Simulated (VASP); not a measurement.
The system is RuF2.

```
Ru F
1.0
     1.47662    0.85253    4.46437
    -1.47662    0.85253    4.46437
     0.00000   -1.70505    4.46437
Ru F
1 2
Direct
  0.00000 0.00000 0.00000
  0.25200 0.25200 0.25200
  0.74800 0.74800 0.74800
```

The cell was built by a generator and needn't be a form met in nature.

Base run:

- Program: VASP 6.6.1
- Functional: PBEsol
- Potentials or basis: VASP PAW PBE potentials, release 64 (Ru_pv, F)
- Cutoff: 520 eV
- k mesh: 7 × 7 × 7
- Occupations: gaussian, width 0.05 eV
- Spin: collinear spin, random start
- Starting moments: [-0.05, 0.0, 0.0] μB

Its results: band gap on the k mesh 0.68 eV, indirect (least direct gap 1.05 eV); pressure 23.8 GPa; net moment 0.00 μB per cell; largest force 1.137 eV/Å.

**Question.** The run is repeated on the same cell with these changes: moments at the start from [-0.05, 0.0, 0.0] to [0.28, 0.0, 0.0]; hubbard terms from none to Ru d U = 8 eV. What comes out?

**Answer.** Band gap on the k mesh 4.67 eV, indirect (least direct gap 4.72 eV); pressure 32.9 GPa; net moment 0.00 μB per cell; largest force 1.858 eV/Å.

Caveats: an odd mesh through Γ misses points on the zone boundary, where band edges often lie; so large a pressure means that the cell lies far from this level's equilibrium, or that cutoff or potentials fall short (some runs); the potentials were made for another functional, which shifts forces and pressure (some runs); a pressure of tens of GPa on the cell as given is suspect, and the run, the potentials or the cell itself is likely at fault (some runs); the PAW data sets were made with another functional, which shifts forces and pressure a little (some runs).
